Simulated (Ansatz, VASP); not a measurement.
# Two plane-wave programs on Ti3W2

```
CELL_PARAMETERS angstrom
2.27765 1.31500 4.55008
-2.27765 1.31500 4.55008
0.00000 -2.63001 4.55008
ATOMIC_POSITIONS crystal
Ti 0.60335 0.60335 0.60335
Ti 0.39665 0.39665 0.39665
Ti 0.00000 0.00000 0.00000
W 0.19814 0.19814 0.19814
W 0.80186 0.80186 0.80186
```

Alike in both runs: functional PBE; k mesh 6 × 6 × 6; occupations gaussian, width 0.1 eV; no spin polarisation.

Ansatz relaxed the structure, and its values are those at the end. VASP's run is a single point on that final structure, the one shown.

|  | VASP | Ansatz |
| --- | --- | --- |
| version | VASP 6.6.1 | Ansatz 0.2.0 |
| potentials or method | VASP PAW PBE potentials, release 64 (Ti_sv, W_sv) | scalar-relativistic, plane waves, PAW |
| plane-wave cutoff (eV) | 520 | 420 |
| valence electrons in the cell | 64 | 64 |

|  | VASP | Ansatz | Ansatz less VASP |
| --- | --- | --- | --- |
| gap on the k mesh at the Fermi level (eV) | none | none | - |
| pressure (GPa) | -0.1 | 0.0 | +0.04 |
| rms of the force components (eV/Å) | 0.014 | 0.015 | +0.0006 |

A gap of «none» marks a metal or a gap that the smearing closes. With one functional, cell and mesh, what is left measures potentials, basis and numerics.

The runs have no spin-orbit coupling, so splittings on W are missing.
